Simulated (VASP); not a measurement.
Crystal: BaBe5.

```
CELL_PARAMETERS angstrom
4.65917 0.00000 0.00000
-2.32959 4.03496 0.00000
0.00000 0.00000 3.75859
ATOMIC_POSITIONS crystal
Ba 0.00000 0.00000 0.00000
Be 0.50000 0.50000 0.50000
Be 0.66667 0.33333 0.00000
Be 0.00000 0.50000 0.50000
Be 0.33333 0.66667 0.00000
Be 0.50000 0.00000 0.50000
```

The cell was built by a generator and needn't be a form met in nature.

| Property | Result |
| --- | --- |
| Program | VASP 6.6.1 |
| Task | relaxation of cell and atoms |
| Functional | LDA |
| Potentials or basis | VASP PAW LDA potentials, release 64 (Ba_sv, Be) |
| Cutoff | 600 eV |
| k mesh | 7 × 7 × 7 |
| Occupations | methfessel-paxton, width 0.1 eV |
| Spin | no spin polarisation |

At the start: pressure 12.0 GPa; volume 11.78 Å³/atom.

Task: Where does the relaxation end?

Result: Over 8 steps the energy falls by 89.0 meV/atom and the volume is 13.55 Å³/atom (+15.1 %); space group P6/mmm (No. 191, to 0.05 Å).

The path:
| step | energy change (eV) | largest force (eV/Å) | pressure (GPa) | volume (Å³) |
| --- | --- | --- | --- | --- |
| 1 | 0.0000 | 0.0000 | 11.98 | 70.66 |
| 2 | -0.4834 | 0.0000 | 1.23 | 80.00 |
| 3 | -0.5007 | 0.0000 | -2.06 | 84.02 |
| 4 | -0.5060 | 0.0000 | -1.06 | 82.72 |
| 5 | -0.5302 | 0.0000 | -0.57 | 82.02 |
| 6 | -0.5334 | 0.0000 | -0.32 | 81.67 |
| 7 | -0.5334 | 0.0000 | -0.30 | 81.64 |
| 8 | -0.5338 | 0.0000 | -0.02 | 81.30 |

Final structure:
```yaml
crystal:
  lattice:
    - [5.02663, 0.00000, 0.00000]
    - [-2.51332, 4.35319, 0.00000]
    - [0.00000, 0.00000, 3.71545]
  atoms:
    - { symbol: Ba, position: [0.00000, 0.00000, 0.00000] }
    - { symbol: Be, position: [0.50000, 0.50000, 0.50000] }
    - { symbol: Be, position: [0.66667, 0.33333, 0.00000] }
    - { symbol: Be, position: [0.00000, 0.50000, 0.50000] }
    - { symbol: Be, position: [0.33333, 0.66667, 0.00000] }
    - { symbol: Be, position: [0.50000, 0.00000, 0.50000] }
```

Caveat: the volume moved by over 15 % at a fixed basis, so the end points are rough.
